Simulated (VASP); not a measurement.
Data:

```
CELL_PARAMETERS angstrom
      5.46670     0.00000     0.00000
     -2.73335     4.73430     0.00000
      0.00000     0.00000     3.18522
ATOMIC_POSITIONS crystal
  Hg 0.30303 0.65895 0.48289
  Hg 0.67809 0.34067 0.49745
  Hg 0.01889 0.00038 0.01966
```

These are LDA (Ceperley-Alder, Perdew-Zunger), VASP's LDA PAW potentials (set 64) (plane waves; VASP) values and carry that method's errors. Settings: 300 eV cut-off, 5×5×7 Γ-centred mesh, Fermi-Dirac smearing of 0.10 eV, potentials Hg.

Give the force on each atom (eV/Å).

```tsv
atom	Fx	Fy	Fz
Hg1	0.250	0.091	-0.002
Hg2	-0.204	-0.121	-0.005
Hg3	-0.046	0.030	0.008
```

Give the stress tensor in GPa (positive for a compressed cell).

```
-4.36   0.47   0.01
 0.47  -4.85  -0.02
 0.01  -0.02  -5.11
```
The pressure is its mean diagonal, -4.77 GPa.

The structure comes from a computed database's Hg entry; how it stands against other phases isn't given here. The cell was not relaxed at this level, atoms are displaced from their ideal sites.
